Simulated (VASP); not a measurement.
An input for Quantum ESPRESSO's pw.x (written as the equivalent of a VASP run, and not itself run):

```
&CONTROL
  calculation = 'scf'
  pseudo_dir = './pseudo'
  outdir = './out'
  tprnfor = .true.
  tstress = .true.
/
&SYSTEM
  ibrav = 0
  nat = 3
  ntyp = 2
  ecutwfc = 84
  occupations = 'tetrahedra'
  input_dft = 'vdw-df-cx'
/
&ELECTRONS
  conv_thr = 7.3e-09
  electron_maxstep = 100
/
ATOMIC_SPECIES
  Ti 47.867 Ti.upf
  B 10.810 B.upf
CELL_PARAMETERS angstrom
     1.5139754   -2.6222823   -0.0000000
     1.5139754    2.6222823   -0.0000000
     0.0000000    0.0000000    3.2020750
ATOMIC_POSITIONS crystal
  Ti   0.0000000  1.0000000  1.0000000
  B    0.3333330  0.6666670  0.5000000
  B    0.6666670  0.3333330  0.5000000
K_POINTS automatic
  13 13 11 0 0 0
```

Problem. Write the VASP files for the same calculation (vdW-DF-cx).

Solution. One answer among several that fit: 
**INCAR**
```
! general
SYSTEM    =  TiB2
PREC      =  Accurate
ENCUT     =  520
LREAL     =  .False.
LASPH     =  .True.

! electronic loop
EDIFF     =  1E-7
NELM      =  100
ALGO      =  Normal
LMAXMIX   =  4

! smearing
ISMEAR    =  -5

! functional
GGA       =  CX
LUSE_VDW  =  .True.
AGGAC     =  0.0

! ions
ISIF      =  2

! output
LWAVE     =  .False.
LCHARG    =  .True.
LORBIT    =  11
NEDOS     =  601

! other
LEFG      =  .True.
```

File POSCAR:
```
TiB2
1
    1.5139753982    -2.6222823375    -0.0000000000
    1.5139753982     2.6222823375    -0.0000000000
    0.0000000000     0.0000000000     3.2020750490
Ti B
1 2
Direct
  0.0000000000   1.0000000000   1.0000000000
  0.3333330000   0.6666670000   0.5000000000
  0.6666670000   0.3333330000   0.5000000000
```

**KPOINTS**
```
Automatic mesh
0
Gamma
13 13 11
0 0 0
```

POTCAR, in this order: Ti_sv B (PBE.64 set). Program: vasp_std.

Limits of the translation: the potentials are each code's own (VASP's PAW set, PseudoDojo norm-conserving files in pw.x), so ENCUT and ecutwfc are chosen apart and not converted; conv_thr bounds pw.x's estimated SCF error, while EDIFF bounds the energy change between steps; the field gradients of LEFG aren't asked of the other code.

The compound is TiB2 in the AlB2 type structure. It was relaxed first.
